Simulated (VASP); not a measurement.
Consider the following.

```
CELL_PARAMETERS angstrom
      3.09042     0.00000     0.00000
     -1.54521     2.67639     0.00000
      0.00000     0.00000     4.47763
ATOMIC_POSITIONS crystal
  As 0.33333 0.66667 0.25000
  As 0.66667 0.33333 0.75000
```

Level of theory: PBEsol GGA, VASP's PBE PAW potentials (set 64) (plane waves; VASP 6.6.1). Run with 400 eV cut-off, Gaussian smearing of 0.050 eV, potentials As.

Task: Estimate the band gap (along the path) with the smallest direct gap where there is one.

Result: 
| Property | Value |
|---|---|
| band gap (along the path) | none (metal, semimetal or under 0.01 eV) |

The structure was generated: As was put into the hcp type (P6_3/mmc), which need not be its known phase. It was relaxed first.
